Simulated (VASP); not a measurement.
# OGaCl2H in VASP: notebook

One molecule, OGaCl2H, is run at these levels: r2SCAN+D4, LDA, BLYP+D3(BJ), HSE06+D3(BJ); tasks: single point.

All numbers are computed with VASP 6.6.1; they aren't measurements. Logs are shortened: lines on timing, memory, paths and dates and some standing lists are left out, and cuts for length are marked.

### 1 The molecule as given

The cell holds a molecule in a box, 5 atoms: a = 12.000 Å, b = 13.000 Å, c = 12.000 Å, α = 90.00°, β = 90.00°, γ = 90.00°.

### 2 Single point, r2SCAN+D4

INCAR reads:

```
SYSTEM = GaHCl2O
ALGO = Normal
EDIFF = 1E-6
ENCUT = 400
ISIF = 2
ISMEAR = 0
IVDW = 13
LASPH = .True.
LCHARG = .False.
LMIXTAU = .True.
LREAL = .False.
LWAVE = .False.
METAGGA = R2SCAN
NELM = 80
PREC = Accurate
SIGMA = 0.01
VDW_A1 = 0.51559235
VDW_A2 = 5.77342911
VDW_S6 = 1.0
VDW_S8 = 0.6018749
```

KPOINTS reads:

```
k-points
0
Gamma
  1 1 1
  0 0 0
```

POSCAR reads:

```
GaHCl2O
1.0
   12.0000000000      0.0000000000      0.0000000000
    0.0000000000     13.0000000000      0.0000000000
    0.0000000000      0.0000000000     12.0000000000
O Ga Cl H
1 1 2 1
Direct
    0.5184541700      0.5980269200      0.5274125000
    0.5071208300      0.4634807700      0.5116541700
    0.6222458300      0.3680653800      0.5950625000
    0.3799208300      0.3987269200      0.4106041700
    0.4626458300      0.6351653800      0.4864208300
```

Potentials or basis: VASP PAW PBE potentials, release 64 (O_s, Ga_d, Cl, H_s).

Started as:

```bash
> cat potpaw_PBE.64/O_s/POTCAR potpaw_PBE.64/Ga_d/POTCAR potpaw_PBE.64/Cl/POTCAR potpaw_PBE.64/H_s/POTCAR > POTCAR
> mpirun -np 1 vasp_gam > vasp.out
```

OUTCAR:

```text
SYSTEM = GaHCl2O
   EDIFF = 1E-6
   ENCUT = 400
   ISIF = 2
   ISMEAR = 0
   IVDW = 13
   LASPH = .True.
   LREAL = .False.
   METAGGA = R2SCAN
   NELM = 80
   PREC = Accurate

 ion  position               nearest neighbor table
   1  0.518  0.598  0.527-   5 0.96   2 1.76
   2  0.507  0.463  0.512-   1 1.76   3 2.11   4 2.12
   3  0.622  0.368  0.595-   2 2.11
   4  0.380  0.399  0.411-   2 2.12
   5  0.463  0.635  0.486-   1 0.96

  LATTYP: Found a simple tetragonal cell.
 ALAT       =    12.0000000000
 C/A-ratio  =     1.0833333333

  Lattice vectors:

 A1 = ( -12.0000000000,   0.0000000000,   0.0000000000)
 A2 = (   0.0000000000,   0.0000000000,  12.0000000000)
 A3 = (   0.0000000000,  13.0000000000,   0.0000000000)

Analysis of symmetry for initial positions (statically):
=====================================================================
 Subroutine PRICEL returns:
 Original cell was already a primitive cell.

 Routine SETGRP: Setting up the symmetry group for a
 simple tetragonal supercell.

 Subroutine GETGRP returns: Found  1 space group operations
 (whereof  1 operations were pure point group operations)
 out of a pool of 16 trial point group operations.

The static configuration has the point symmetry C_1 .

Analysis of symmetry for dynamics (positions and initial velocities):
=====================================================================
 Subroutine PRICEL returns:
 Original cell was already a primitive cell.

 Routine SETGRP: Setting up the symmetry group for a
 simple tetragonal supercell.

 Subroutine GETGRP returns: Found  1 space group operations
 (whereof  1 operations were pure point group operations)
 out of a pool of 16 trial point group operations.

The dynamic configuration has the point symmetry C_1 .

 Subroutine INISYM returns: Found  1 space group operations
 (whereof  1 operations are pure point group operations),
 and found     1 'primitive' translations

----------------------------------------------------------------------------------------

                                     Primitive cell

  volume of cell :    1872.0000

  direct lattice vectors                    reciprocal lattice vectors
    12.000000000  0.000000000  0.000000000     0.083333333  0.000000000  0.000000000
     0.000000000 13.000000000  0.000000000     0.000000000  0.076923077  0.000000000
     0.000000000  0.000000000 12.000000000     0.000000000  0.000000000  0.083333333

  length of vectors
    12.000000000 13.000000000 12.000000000     0.083333333  0.076923077  0.083333333

  position of ions in fractional coordinates (direct lattice)
     0.518454170  0.598026920  0.527412500
     0.507120830  0.463480770  0.511654170
     0.622245830  0.368065380  0.595062500
     0.379920830  0.398726920  0.410604170
     0.462645830  0.635165380  0.486420830

  ion indices of the primitive-cell ions
   primitive index   ion index
                 1           1
                 2           2
                 3           3
                 4           4
                 5           5

----------------------------------------------------------------------------------------

 KPOINTS: k-points

Automatic generation of k-mesh.
 Grid dimensions read from file:
 generate k-points for:    1    1    1

 Generating k-lattice:

  Cartesian coordinates                     Fractional coordinates (reciprocal lattice)
     0.083333333  0.000000000  0.000000000     1.000000000  0.000000000  0.000000000
     0.000000000  0.076923077  0.000000000     0.000000000  1.000000000  0.000000000
     0.000000000  0.000000000  0.083333333     0.000000000  0.000000000  1.000000000

  Length of vectors
     0.083333333  0.076923077  0.083333333

  Shift w.r.t. Gamma in fractional coordinates (k-lattice)
     0.000000000  0.000000000  0.000000000

 Subroutine IBZKPT returns following result:
 ===========================================

 Found      1 irreducible k-points:

 Following reciprocal coordinates:
            Coordinates               Weight
  0.000000  0.000000  0.000000      1.000000
   k-points           NKPTS =      1   k-points in BZ     NKDIM =      1   number of bands    NBANDS=     21
   number of dos      NEDOS =    301   number of ions     NIONS =      5
   total plane-waves  NPLWV = 576000
   dimension x,y,z NGX =    80 NGY =   90 NGZ =   80
   dimension x,y,z NGXF=   160 NGYF=  180 NGZF=  160
   ions per type =               1   1   2   1
   NGX,Y,Z   is equivalent  to a cutoff of  11.08, 11.51, 11.08 a.u.
   NGXF,Y,Z  is equivalent  to a cutoff of  22.17, 23.02, 22.17 a.u.
 SYSTEM =  GaHCl2O
   PREC   = accura    normal or accurate (medium, high low for compatibility)
   ISTART =      0    job   : 0-new  1-cont  2-samecut
   ICHARG =      2    charge: 1-file 2-atom 10-const
   ISPIN  =      1    spin polarized calculation?
   LNONCOLLINEAR =      F non collinear calculations
   LSORBIT =      F    spin-orbit coupling
   LASPH  =      T    aspherical Exc in radial PAW
   ENCUT  =  400.0 eV  29.40 Ry    5.42 a.u.  19.57 21.20 19.57*2*pi/ulx,y,z
   NELM   =     80;   NELMIN=  2; NELMDL= -5     # of ELM steps
   EDIFF  = 0.1E-05   stopping-criterion for ELM
   LREAL  =      F    real-space projection
   EDIFFG = 0.1E-04   stopping-criterion for IOM
   NSW    =      0    number of steps for IOM
   IBRION =     -1    ionic relax: 0-MD 1-quasi-New 2-CG
   NFREE  =      0    steps in history (QN), initial steepest desc. (CG)
   ISIF   =      2    stress and relaxation
   ISYM   =      2    0-nonsym 1-usesym 2-fastsym
   POTIM  = 0.5000    time-step for ionic-motion
   TEBEG  =    0.0;   TEEND  =   0.0 temperature during run
   PSTRESS=    0.0 pullay stress
   NELECT =      34.0000    total number of electrons
   NUPDOWN=      -1.0000    fix difference up-down
   EMIN   =  10.00;   EMAX   =-10.00  energy-range for DOS
   EFERMI =   0.00;   METHOD = LEGACY
   ISMEAR =     0;   SIGMA  =   0.01  broadening in eV -4-tet -1-fermi 0-gaus
   EFERMI_NEDOS =   21; number of points for ismear=-14 and -15
   IALGO  =     38    algorithm
   IMIX   =      4    mixing-type and parameters
     AMIX     =   0.40;   BMIX     =  1.00
     AMIX_MAG =   1.60;   BMIX_MAG =  1.00
  volume/ion in A,a.u.               =     374.40      2526.58
  Fermi-wavevector in a.u.,A,eV,Ry     =   0.430328  0.813201  2.519552  0.185182
  Thomas-Fermi vector in A             =   1.398793
   LORBIT       =      0    0 simple, 1 ext, 2 COOP (PROOUT), +10 PAW based schemes
   METAGGA = R2SCAN    functional components
   LHFCALC =     F    Hartree Fock is set to
   AEXX    =    0.0000 exact exchange contribution
   IVDW    =    13    specifies the selected vdW correction
   LEPSILON=     F    determine dielectric tensor
   LRPA    =     F    only Hartree local field effects (RPA)
 non-spin polarized calculation
 Gauss-broadening in eV      SIGMA  =   0.01
  energy-cutoff  :      400.00
  volume of cell :     1872.00
 maximum number of plane-waves:     17026
 NGX is ok and might be reduce to    80
   NGX = 39   NGY = 43   NGZ = 39

 number of electron      33.9999975 magnetization

 Free energy of the ion-electron system (eV)
  ---------------------------------------------------
  ext. energy  EPLUGINS =         0.00000000
  ---------------------------------------------------
  free energy    TOTEN  =       -38.25132785 eV

  energy without entropy =      -38.25132785  energy(sigma->0) =      -38.25132785

 E-fermi :  -7.9325     XC(G=0):  -0.6574

 val. band max:       -7.9865507088   @ k =   0.0000   0.0000   0.0000
 cond. band min:      -2.1452570144   @ k =   0.0000   0.0000   0.0000
 fundamental gap:      5.8412936944
 Fermi energy:        -7.9324655579

 k-point     1 :       0.0000    0.0000    0.0000
  band No.  band energies     occupation
      1     -26.3399      2.00000
      2     -22.0449      2.00000
      3     -21.8834      2.00000
      4     -20.9856      2.00000
      5     -20.9276      2.00000
      6     -20.8151      2.00000
      7     -20.4034      2.00000
      8     -20.1512      2.00000
      9     -13.0587      2.00000
     10     -11.2200      2.00000
     11      -9.7630      2.00000
     12      -8.9185      2.00000
     13      -8.8334      2.00000
     14      -8.2064      2.00000
     15      -8.1154      2.00000
     16      -8.0112      2.00000
     17      -7.9866      2.00000
     18      -2.1453      0.00000
     19      -1.1759      0.00000
     20       0.1694      0.00000
     21       0.5617      0.00000

------------------------ aborting loop because EDIFF is reached ----------------------------------------

  DFT-D4 for vdW energy calculation

  Edisp (eV):   -0.03174

  FORCE on cell =-STRESS in cart. coord.  units (eV):
  Direction    XX          YY          ZZ          XY          YZ          ZX
  --------------------------------------------------------------------------------------
  -------------------------------------------------------------------------------------
  Total       0.11492     0.03264    -0.02035    -0.42313    -0.32092     0.19372
  in kB       0.09835     0.02794    -0.01742    -0.36214    -0.27467     0.16579
  external pressure =        0.04 kB  Pullay stress =        0.00 kB

 VOLUME and BASIS-vectors are now :
 -----------------------------------------------------------------------------
  energy-cutoff  :      400.00
  volume of cell :     1872.00
      direct lattice vectors                 reciprocal lattice vectors
    12.000000000  0.000000000  0.000000000     0.083333333  0.000000000  0.000000000
     0.000000000 13.000000000  0.000000000     0.000000000  0.076923077  0.000000000
     0.000000000  0.000000000 12.000000000     0.000000000  0.000000000  0.083333333

 POSITION                                       TOTAL-FORCE (eV/Angst)
 -----------------------------------------------------------------------------------
      6.22145      7.77435      6.32895         0.931540     -0.724243      0.675445
      6.08545      6.02525      6.13985         0.009497     -0.228149      0.010401
      7.46695      4.78485      7.14075        -0.126358      0.129494     -0.094287
      4.55905      5.18345      4.92725         0.123152      0.065279      0.095798
      5.55175      8.25715      5.83705        -0.937831      0.757620     -0.687357
 -----------------------------------------------------------------------------------
    total drift:                               -0.023050      0.009461     -0.002597

  FREE ENERGIE OF THE ION-ELECTRON SYSTEM (eV)
  ---------------------------------------------------
  free  energy   TOTEN  =       -38.2830640639 eV

  energy  without entropy=      -38.2830640639  energy(sigma->0) =      -38.28306406
```

Run time: 6.2 min. Hardware: 1 thread of Intel Xeon 6975P-C (Granite Rapids), shared host; peak memory 1.3 GiB.

What came out:

| Property | Result |
| --- | --- |
| Free energy | -38.2831 eV |
| Largest force | 1.388 eV/Å |
| Gap between the frontier levels | 5.84 eV |
| Dispersion energy per atom | -0.006 eV |

Forces on the atoms (eV/Å):
```
O    0.932 -0.724  0.675
Ga   0.009 -0.228  0.010
Cl  -0.126  0.129 -0.094
Cl   0.123  0.065  0.096
H   -0.938  0.758 -0.687
```

Caveat: the PAW data sets were made with another functional, which shifts forces and pressure a little. r2SCAN opens gaps a little over a GGA but as a rule still falls short of measured ones.

### 3 Single point, LDA

INCAR reads:

```
SYSTEM = GaHCl2O
PREC = Accurate
ENCUT = 520
EDIFF = 1E-6
ISMEAR = 0
SIGMA = 0.01
LREAL = .False.
LASPH = .True.
NELM = 100
ALGO = Fast
ISIF = 2
LWAVE = .False.
LCHARG = .True.
LELF = .True.
LVHAR = .True.
LVACPOTAV = .True.
NBANDS = 25
```

KPOINTS reads:

```
regular mesh
0
Gamma
  1 1 1
  0 0 0
```

POSCAR reads:

```
GaHCl2O
1.0
   12.0000000000      0.0000000000      0.0000000000
    0.0000000000     13.0000000000      0.0000000000
    0.0000000000      0.0000000000     12.0000000000
O Ga Cl H
1 1 2 1
Cartesian
    6.2214500400      7.7743499600      6.3289500000
    6.0854499600      6.0252500100      6.1398500400
    7.4669499600      4.7848499400      7.1407500000
    4.5590499600      5.1834499600      4.9272500400
    5.5517499600      8.2571499400      5.8370499600
```

Potentials or basis: VASP PAW LDA potentials, release 64 (O, Ga_d, Cl, H).

Started as:

```bash
> cat potpaw_LDA.64/O/POTCAR potpaw_LDA.64/Ga_d/POTCAR potpaw_LDA.64/Cl/POTCAR potpaw_LDA.64/H/POTCAR > POTCAR
> mpirun -np 1 vasp_gam > vasp.out
```

Run time: 94 s. Hardware: 1 thread of Intel Xeon 6975P-C (Granite Rapids), shared host; peak memory 1 GiB.

The run converged. Its results:

```
Free energy                     : -21.5488 eV
Largest force                   : 1.031 eV/Å
Gap between the frontier levels : 5.09 eV
```

Forces in eV/Å, atoms in the order of the input:
```
O    0.574 -0.755  0.404
Ga   0.006 -0.074  0.001
Cl  -0.305  0.287 -0.219
Cl   0.299  0.159  0.237
H   -0.574  0.383 -0.423
```

Levels at points of the mesh, in eV from the valence-band top:
```csv
k point,band 13,band 14,band 15,band 16,band 17,band 18,band 19,band 20,band 21,band 22
"(0.00, 0.00, 0.00)",-0.86,-0.19,-0.14,-0.02,0.00,5.09,6.04,7.47,7.96,8.36
```

### 4 Single point, BLYP+D3(BJ)

INCAR reads:

```
SYSTEM = GaHCl2O
PREC     = Accurate       ! precision mode
ENCUT    = 520            ! plane-wave cutoff, eV
EDIFF    = 1E-6           ! SCF threshold, eV
ISMEAR   = 0              ! smearing method
SIGMA    = 0.01           ! smearing width, eV
LREAL    = .FALSE.        ! projectors in reciprocal space
LASPH    = .TRUE.         ! aspherical terms in the spheres
NELM     = 80             ! most SCF steps
ALGO     = Normal         ! electronic algorithm
ISIF     = 2              ! what is computed and relaxed
LWAVE    = .FALSE.        ! write WAVECAR
LCHARG   = .TRUE.         ! write CHGCAR
GGA      = B5             ! functional
ALDAX    = 1.0          
AGGAX    = 1.0          
AGGAC    = 1.0          
ALDAC    = 0.0          
IVDW     = 12             ! dispersion correction
VDW_S6   = 1.0          
VDW_S8   = 2.6996       
VDW_A1   = 0.4298       
VDW_A2   = 4.2359       
LELF     = .TRUE.         ! ELF
LVHAR    = .TRUE.       
LVACPOTAV= .TRUE.       
NBANDS   = 25             ! bands
```

KPOINTS reads:

```
Automatic mesh
0
G
  1 1 1
  0 0 0
```

POSCAR is that of step 3.

Potentials or basis: VASP PAW PBE potentials, release 64 (O, Ga_d, Cl, H).

Started as:

```bash
> cat potpaw_PBE.64/O/POTCAR potpaw_PBE.64/Ga_d/POTCAR potpaw_PBE.64/Cl/POTCAR potpaw_PBE.64/H/POTCAR > POTCAR
> mpirun -np 1 vasp_gam > vasp.out
```

Run time: 4.9 min. Hardware: 1 thread of Intel Xeon 6975P-C (Granite Rapids), shared host; peak memory 1.4 GiB.

Results (log left out):

```
Free energy                     : -19.1571 eV
Largest force                   : 0.844 eV/Å
Gap between the frontier levels : 5.07 eV
Dispersion energy per atom      : -0.050 eV
```

Forces on the atoms (eV/Å):
```
O    0.544  0.471  0.440
Ga  -0.034 -0.378 -0.045
Cl   0.306 -0.251  0.223
Cl  -0.352 -0.201 -0.280
H   -0.463  0.359 -0.338
```

Levels at points of the mesh, in eV from the valence-band top:
| k point | band 14 | band 15 | band 16 | band 17 | band 18 | band 19 | band 20 | band 21 |
| --- | --- | --- | --- | --- | --- | --- | --- | --- |
| (0.00, 0.00, 0.00) | -0.19 | -0.13 | -0.02 | 0.00 | 5.07 | 6.09 | 7.28 | 7.71 |

Caveat: the PAW data sets were made with another functional, which shifts forces and pressure a little. BLYP gaps usually lie below the measured ones, often by a third to a half.

### 5 Single point, HSE06+D3(BJ)

POSCAR is that of step 4.

INCAR.step1 reads:

```
PREC = Accurate
ENCUT = 520
EDIFF = 1E-5
ISMEAR = 0
SIGMA = 0.01
LREAL = False
LASPH = True
NELM = 60
ALGO = Normal
ISIF = 2
LWAVE = True
LCHARG = False
NBANDS = 25
GGA = PE
```

INCAR.step2 reads:

```
PREC = Accurate
ENCUT = 520
EDIFF = 1E-6
ISMEAR = 0
SIGMA = 0.01
LREAL = False
LASPH = True
NELM = 60
ALGO = Normal
ISIF = 2
LWAVE = False
LCHARG = False
GGA = PE
LHFCALC = True
HFSCREEN = 0.2
PRECFOCK = Fast
IVDW = 12
VDW_S6 = 1.0
VDW_S8 = 2.31
VDW_A1 = 0.383
VDW_A2 = 5.685
NBANDS = 25
ISTART = 1
```

KPOINTS reads:

```
regular mesh
0
Gamma
  1 1 1
```

Started as:

```bash
> cat potpaw_PBE.64/O/POTCAR potpaw_PBE.64/Ga_d/POTCAR potpaw_PBE.64/Cl/POTCAR potpaw_PBE.64/H/POTCAR > POTCAR
> cp INCAR.step1 INCAR
> mpirun -np 1 vasp_gam > vasp.out
> cp INCAR.step2 INCAR
> mpirun -np 1 vasp_gam > vasp.out
```

It took 7.5 min on 1 thread of Intel Xeon 6975P-C (Granite Rapids), shared host; peak memory 1.5 GiB.

The run converged. Its results:

```
Free energy                     : -25.1467 eV
Largest force                   : 0.280 eV/Å
Gap between the frontier levels : 6.83 eV
Dispersion energy per atom      : -0.018 eV
```

Forces on the atoms (eV/Å):
```
O    0.043 -0.276  0.013
Ga   0.013  0.010  0.012
Cl  -0.146  0.132 -0.103
Cl   0.147  0.073  0.118
H   -0.058  0.062 -0.039
```

Levels at points of the mesh, in eV from the valence-band top:
```tsv
k point	band 15	band 16	band 17	band 18	band 19	band 20
(0.00, 0.00, 0.00)	-0.14	-0.13	0.00	6.83	7.70	8.74
```

Caveat: the PAW data sets were made with another functional, which shifts forces and pressure a little.

### 6 The reference run

An earlier run on the cell as given: functional PBE; potentials or basis VASP PAW PBE potentials, release 64 (O, Ga_d, Cl, H); cutoff 520 eV; k mesh 1 × 1 × 1; occupations gaussian, width 0.01 eV; no spin polarisation.

* Largest force: 0.652 eV/Å
* Gap between the frontier levels: 5.19 eV

### 7 The runs side by side

```csv
level,potentials or basis,cutoff (eV),grid for exact exchange (PRECFOCK),screening parameter,gap on the mesh (eV),largest force (eV/Å)
r2SCAN+D4,"VASP PAW PBE potentials, release 64 (O_s, Ga_d, Cl, H_s)",400,-,-,5.84,1.39
LDA,"VASP PAW LDA potentials, release 64 (O, Ga_d, Cl, H)",520,-,-,5.09,1.03
BLYP+D3(BJ),"VASP PAW PBE potentials, release 64 (O, Ga_d, Cl, H)",520,-,-,5.07,0.84
HSE06+D3(BJ),"VASP PAW PBE potentials, release 64 (O, Ga_d, Cl, H)",520,Fast,0.2 1/A,6.83,0.28
PBE,"VASP PAW PBE potentials, release 64 (O, Ga_d, Cl, H)",520,-,-,5.19,0.65
```

Alike in all rows: task single point; no spin polarisation; cell as given; k mesh 1 × 1 × 1; smearing gaussian 0.01 eV.

Caveats: the PAW data sets were made with another functional, which shifts forces and pressure a little (some runs).

Absolute energies hang on the potentials; compare differences alone.
